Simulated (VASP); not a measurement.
# Al15VN16 (a cell with a defect) in VASP: a series of runs, part 2 of 3

VASP 6.6.1.

**3. Single point, PBEsol+U, collinear spin, ferromagnetic start**

The input, INCAR:

```
PREC = Accurate
ENCUT = 450
EDIFF = 1E-5
ISMEAR = 0
SIGMA = 0.03
LREAL = Auto
LASPH = T
NELM = 120
ALGO = Normal
ISIF = 2
LWAVE = F
LCHARG = F
ISPIN = 2
MAGMOM = 2 0 0 0 0 0 0 0 0 0 0 0 0 0 0 0 0 0 0 0 0 0 0 0 0 0 0 0 0 0 0 0
LORBIT = 11
LMAXMIX = 4
LDAU = T
LDAUTYPE = 2
LDAUL = 2 -1 -1
LDAUU = 3 0 0
LDAUJ = 0 0 0
LDAUPRINT = 1
GGA = PS
NBANDS = 95
ISYM = 0
```

The input, KPOINTS:

```
regular mesh
0
Gamma
  3 3 2
```

The input, POSCAR:

```
Al15VN16                                
1.0
    6.2200008610      0.0000000000      0.0000000000
   -3.1100004305      5.3866787572      0.0000000000
    0.0000000000      0.0000000000      9.9600000000
  V               Al              N             
     1    15    16
Direct
     0.3339462031077833    0.1655845013366759    0.9967892864897081
     0.3329239994009887    0.1657477354820598    0.5006059976140617
     0.3331508591606504    0.6652072282347187    0.0012982336416985
     0.3337774338613263    0.6661574907524325    0.5002379399980950
     0.8339234230711378    0.1660947177653672    0.0013978145440340
     0.8324324194218385    0.1649850767525464    0.5004239977306171
     0.8343743607512842    0.6653028966716575    0.0012541177990506
     0.8325001105746448    0.6663011282337102    0.5004754417024805
     0.1665261355715225    0.3331420111836482    0.2522798592248666
     0.1647807686140959    0.3332514679127595    0.7486060177402787
     0.1666806719049509    0.8322655929790678    0.2522008986760891
     0.1650561066956219    0.8293191115516136    0.7483876802762978
     0.6674307482396713    0.3332014391258417    0.2521983097672650
     0.6690186132108622    0.3334918269781594    0.7484877350897750
     0.6670068543233434    0.8328569792182173    0.2503797118346553
     0.6661729748161009    0.8319980309158865    0.7508054668304641
     0.3335059111756788    0.1662318520209453    0.1991011090067683
     0.3328719353650405    0.1654116124126560    0.6931816221841979
     0.3332121356368496    0.6659244672032708    0.1919887535555219
     0.3343686030023052    0.6659123400995770    0.6902242412670399
     0.8337712652254317    0.1665716844513847    0.1920134867379347
     0.8320814273538387    0.1637822210065691    0.6903815966821883
     0.8339599774465508    0.6659868727634657    0.1919822747665406
     0.8322046625523606    0.6662914761800673    0.6904007791629162
     0.1658948375400347    0.3327614906381005    0.4429606085765306
     0.1603648423477533    0.3386697299963282    0.9382192696282809
     0.1658662490300261    0.8317819033282070    0.4429062357929371
     0.1606630880723585    0.8189495208317733    0.9379533017036469
     0.6670092706056584    0.3329382119839704    0.4429461841513594
     0.6805666995138786    0.3389524915935007    0.9380404322448845
     0.6663640332552218    0.8325358379562084    0.4406513554896014
     0.6671703791511848    0.8321300524396040    0.9423392400902381
```

Potentials or basis: VASP PAW PBE potentials, release 64 (V_sv, Al, N).

Launch:

```
cat potpaw_PBE.64/V_sv/POTCAR potpaw_PBE.64/Al/POTCAR potpaw_PBE.64/N/POTCAR > POTCAR
mpirun -np 1 vasp_std > vasp.out
```

OUTCAR:

```text
PREC = Accurate
   ENCUT = 450
   EDIFF = 1E-5
   ISMEAR = 0
   LREAL = Auto
   LASPH = T
   NELM = 120
   ISIF = 2
   ISPIN = 2
   LORBIT = 11
   GGA = PS
   ISYM = 0

 ion  position               nearest neighbor table
   1  0.334  0.166  0.997-  26 1.96  30 1.96  28 1.96  17 2.02  14 3.06  12 3.07  10 3.07   5 3.11
                             7 3.11   3 3.11   3 3.11   7 3.11   5 3.11  11 3.11  13 3.11   9 3.12
   2  0.333  0.166  0.501-  27 1.89  25 1.89  29 1.89  18 1.92  11 3.06   9 3.06  13 3.06  10 3.06
                            14 3.06  12 3.06   6 3.11   8 3.11   4 3.11   4 3.11   8 3.11   6 3.11
   3  0.333  0.665  0.001-  28 1.87  26 1.87  32 1.89  19 1.90  15 3.06  16 3.07   9 3.07  11 3.08
                            10 3.09  12 3.09   7 3.10   5 3.10   1 3.11   1 3.11   5 3.12   7 3.12
   4  0.334  0.666  0.500-  25 1.88  27 1.89  31 1.89  20 1.89  12 3.05   9 3.05  11 3.05  10 3.06
                            15 3.07  16 3.07   8 3.10   6 3.10   2 3.11   2 3.11   6 3.12   8 3.12
   5  0.834  0.166  0.001-  30 1.87  26 1.87  32 1.89  21 1.90  15 3.06   9 3.07  16 3.08  13 3.08
                            10 3.08  14 3.09   7 3.10   3 3.10   1 3.11   1 3.11   3 3.12   7 3.12
   6  0.832  0.165  0.500-  29 1.88  25 1.89  31 1.89  22 1.89  14 3.05  10 3.05  13 3.06   9 3.06
                            15 3.07  16 3.07   8 3.10   4 3.10   2 3.11   2 3.11   4 3.12   8 3.12
   7  0.834  0.665  0.001-  30 1.87  28 1.87  32 1.89  23 1.90  15 3.07  13 3.07  11 3.07  16 3.08
                            12 3.08  14 3.09   3 3.10   5 3.10   1 3.11   1 3.11   5 3.12   3 3.12
   8  0.833  0.666  0.500-  29 1.88  27 1.89  31 1.89  24 1.89  12 3.05  14 3.05  13 3.06  11 3.06
                            15 3.07  16 3.07   4 3.10   6 3.10   2 3.11   2 3.11   6 3.12   4 3.12
   9  0.167  0.333  0.252-  17 1.87  21 1.89  19 1.89  25 1.90   4 3.05   6 3.06   2 3.06   3 3.07
[... 17 lines left out ...]
  19  0.333  0.666  0.192-  15 1.89   9 1.89  11 1.89   3 1.90
  20  0.334  0.666  0.690-  12 1.88  10 1.88  16 1.89   4 1.89
  21  0.834  0.167  0.192-  15 1.89   9 1.89  13 1.89   5 1.90
  22  0.832  0.164  0.690-  10 1.88  14 1.88  16 1.89   6 1.89
[... 8 lines left out ...]
  31  0.666  0.833  0.441-   8 1.89   6 1.89   4 1.89  15 1.90
  32  0.667  0.832  0.942-   7 1.89   3 1.89   5 1.89  16 1.91

IMPORTANT INFORMATION: All symmetrisations will be switched off!
[... 1084 lines left out ...]
      3     -28.8697      1.00000
      4     -28.5997      1.00000
      5      -9.0166      1.00000
      6      -8.1512      1.00000
[... 829 lines left out ...]
     80      12.8822      0.00000
     81      13.1194      0.00000
 [bands above 81 left out]

------------------------ aborting loop because EDIFF is reached ----------------------------------------

  FORCE on cell =-STRESS in cart. coord.  units (eV):
  Direction    XX          YY          ZZ          XY          YZ          ZX
  --------------------------------------------------------------------------------------
  -------------------------------------------------------------------------------------
  Total        5.7091323      5.7109515      2.9066427     -0.0174892      0.0072604     -0.0045390
  in kB       27.4100503     27.4187841     13.9550492     -0.0839671      0.0348577     -0.0217921
  external PRESSURE =      22.9279612 kB  Pullay stress =       0.0000000 kB

 VOLUME and BASIS-vectors are now :
 -----------------------------------------------------------------------------
  energy-cutoff  :      450.00
  volume of cell :      333.71
      direct lattice vectors                 reciprocal lattice vectors
     6.220000861  0.000000000  0.000000000     0.160771682  0.092821574  0.000000000
    -3.110000430  5.386678757  0.000000000     0.000000000  0.185643148  0.000000000
     0.000000000  0.000000000  9.960000000     0.000000000  0.000000000  0.100401606

 POSITION                                       TOTAL-FORCE (eV/Angst)
 -----------------------------------------------------------------------------------
      1.56218      0.89195      9.92802        -0.009700     -0.002065     -0.007703
      1.55531      0.89283      4.98604         0.001873      0.005740      0.001834
      0.00340      3.58326      0.01293         0.001312      0.001949      0.002291
      0.00435      3.58838      4.98237         0.002187      0.001314      0.014802
      4.67045      0.89470      0.01392         0.005563      0.002248     -0.009268
      4.66463      0.88872      4.98422         0.012178     -0.003273     -0.003958
[... 24 lines left out ...]
      1.55560      4.48460      4.38889        -0.001694     -0.001168      0.008974
      1.56188      4.48242      9.38570        -0.016037      0.000937     -0.010546
 -----------------------------------------------------------------------------------
    total drift:                               -0.001626      0.001811     -0.009733

  FREE ENERGIE OF THE ION-ELECTRON SYSTEM (eV)
  ---------------------------------------------------
  free  energy   TOTEN  =      -251.3659999444 eV

  energy  without entropy=     -251.3659999444  energy(sigma->0) =     -251.36599994

 total charge

# of ion       s       p       d       tot
------------------------------------------
    1        2.298   6.251   3.101  11.650
    2        0.368   0.440   0.000   0.808
    3        0.372   0.452   0.000   0.824
    4        0.370   0.448   0.000   0.818
    5        0.372   0.452   0.000   0.824
    6        0.370   0.447   0.000   0.818
[... 24 lines left out ...]
   31        1.223   2.619   0.000   3.842
   32        1.223   2.609   0.000   3.832
--------------------------------------------------
tot         27.457  54.769   3.101  85.327

 magnetization (x)

# of ion       s       p       d       tot
------------------------------------------
    1        0.017   0.009   1.830   1.856
    2        0.000  -0.000   0.000  -0.000
    3        0.003   0.004   0.000   0.006
    4        0.000   0.000   0.000   0.000
    5        0.003   0.004   0.000   0.006
    6        0.000   0.000   0.000   0.000
[... 24 lines left out ...]
   31        0.000   0.000   0.000   0.000
   32        0.000   0.000   0.000   0.000
--------------------------------------------------
tot          0.024  -0.007   1.830   1.847
```

stdout:

```text
POSCAR found type information on POSCAR V AlN
 POSCAR found :  3 types and      32 ions
 scaLAPACK will be used
 -----------------------------------------------------------------------------
|                                                                             |
|                                                                             |
|     You enforced a specific xc type in the INCAR file but a different       |
|     I HOPE YOU KNOW WHAT YOU ARE DOING!                                     |
|                                                                             |
 -----------------------------------------------------------------------------

 LDA part: xc-table for (Slater+PW92), standard interpolation
 POSCAR, INCAR and KPOINTS ok, starting setup
 FFT: planning ... GRIDC
 FFT: planning ... GRID_SOFT
 FFT: planning ... GRID
 WAVECAR not read
 entering main loop
```

Wall time 22 min (1 thread of Intel Xeon Platinum 8488C (Sapphire Rapids), shared host); peak memory 0.7 GiB.

Results:

- Free energy: -251.3660 eV
- Largest force: 0.022 eV/Å
- Band gap on the k mesh: 2.09 eV, direct
- Net moment: 2.01 μB per cell
- Site moments: V +1.86; Al -0.00, +0.01, +0.00; N -0.01, -0.00, +0.00 μB
- Valence electrons inside the program's atomic spheres: V 11.65; Al 0.81, 0.82; N 3.83, 3.84, 3.85

Forces in eV/Å, atoms in the order of the input:
```
V   -0.010 -0.002 -0.008
Al   0.002  0.006  0.002
Al   0.001  0.002  0.002
Al   0.002  0.001  0.015
Al   0.006  0.002 -0.009
Al   0.012 -0.003 -0.004
Al  -0.021  0.008  0.000
Al   0.007 -0.004 -0.011
Al  -0.001 -0.004 -0.015
Al   0.006  0.009  0.004
Al  -0.002 -0.006 -0.007
Al   0.000  0.002  0.014
Al   0.008 -0.008 -0.004
Al   0.008  0.001  0.007
Al  -0.005 -0.007 -0.004
Al   0.005  0.003  0.003
N    0.007 -0.006 -0.002
N    0.014  0.000  0.006
N    0.003  0.001  0.011
N    0.008  0.015  0.004
N   -0.007 -0.007  0.012
N   -0.003  0.001 -0.009
N   -0.007 -0.005  0.000
N    0.000 -0.002 -0.011
N    0.005 -0.002 -0.009
N   -0.015  0.012 -0.002
N    0.014  0.003  0.002
N   -0.011 -0.006  0.012
N   -0.002 -0.005 -0.003
N   -0.008  0.002  0.007
N   -0.002 -0.001  0.009
N   -0.016  0.001 -0.011
```

Levels at points of the mesh, in eV from the valence-band top:
Spin up:
```csv
k point,band 67,band 68,band 69,band 70,band 71,band 72,band 73,band 74
"(0.00, 0.00, 0.00)",-1.88,-1.71,-0.15,-0.15,2.31,2.32,2.33,2.59
"(0.00, 0.00, 0.50)",-1.93,-1.93,-0.12,-0.12,2.17,2.24,2.24,3.36
```
Spin down:
```csv
k point,band 64,band 65,band 66,band 67,band 68,band 69,band 70,band 71,band 72,band 73
"(0.00, 0.00, 0.00)",-2.12,-2.12,-1.88,-1.88,-1.68,2.60,2.82,2.82,2.93,3.41
"(0.00, 0.00, 0.50)",-2.33,-2.05,-2.05,-1.91,-1.91,2.70,2.70,2.70,3.33,3.33
```

Eigenvalues of the final occupation matrices:
```tsv
site	spin	trace	eigenvalues
site 1 d	1	2.49	0.22 0.23 0.23 0.90 0.90
site 1 d	2	0.65	0.05 0.05 0.18 0.18 0.18
```

Caveat: the cutoff is under 1.25 times the usual one of these potentials, so pressure, stress and relaxed cells hold a basis-set (Pulay) error; the PAW data sets were made with another functional, which shifts forces and pressure a little. The state reached can hang on the start; a lower one may exist.

[end of part 2 of 3]
